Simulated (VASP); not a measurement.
Input of a VASP 6.6.1 run:

File POSCAR:

```
LaTiO2
1.0
    3.8642376800      0.0000000000      0.0000000000
   -1.9321188400      3.3465307700      0.0000000000
    0.0000000000     -2.2310165100      5.7509543100
Ti La O
1 1 2
Direct
    0.0000000000      0.0000000000      0.0000000000
    0.5000000000      0.0000000000      0.5000000000
    0.1080000000      0.2160000000      0.3240000000
    0.8920000000      0.7840000000      0.6760000000
```

INCAR.step1

```
SYSTEM = LaTiO2
PREC = Accurate ; ENCUT = 520
ISMEAR = -5 ; SIGMA = 0.0843
LREAL = .False. ; LASPH = .True.
NELM = 100 ; LMAXMIX = 6
NBANDS = 26 ; GGA = PE
ALGO = Normal ; EDIFF = 1E-4
LWAVE = .True. ; LCHARG = .False.
```

Contents of INCAR.step2:

```
SYSTEM = LaTiO2
PREC = Accurate ; ENCUT = 520
EDIFF = 1E-6 ; ISMEAR = 1
SIGMA = 0.0843 ; LREAL = .False.
LASPH = .True. ; NELM = 100
ALGO = Normal ; ISIF = 2
LWAVE = .False. ; LCHARG = .False.
LMAXMIX = 6 ; METAGGA = R2SCAN
LMIXTAU = .True. ; LORBIT = 11
NBANDS = 26 ; ISTART = 1
```

The input KPOINTS:

```
Automatic mesh
0
Gamma
  10 10 10
  0 0 0
```

Potentials or basis: VASP PAW PBE potentials, release 64 (Ti_sv, La, O).

Run with:

```sh
$ cat potpaw_PBE.64/Ti_sv/POTCAR potpaw_PBE.64/La/POTCAR potpaw_PBE.64/O/POTCAR > POTCAR
$ cp INCAR.step1 INCAR
$ mpirun -np 1 vasp_std > vasp.out
$ cp INCAR.step2 INCAR
$ mpirun -np 1 vasp_std > vasp.out
```

Task: What does it give for the pressure?

Result: 0.4 GPa.

Task: Estimate the largest force.

Result: 0.316 eV/Å.

Task: Estimate the band gap on the k mesh.

Result: None (metal or under the smearing width).

Stress tensor (GPa, compression positive):
```
-1.06  0.00  0.00
 0.00 -1.06  0.00
 0.00  0.00  3.32
```

Caveat: the PAW data sets were made with another functional, which shifts forces and pressure a little; an odd number of electrons without spin polarisation forces a metal; a magnetic or distorted state may lie lower; semilocal functionals often make such compounds metallic where correlation or magnetic order opens a gap, which also shifts bond lengths. Spin-orbit coupling is left out, which matters for the levels of La.
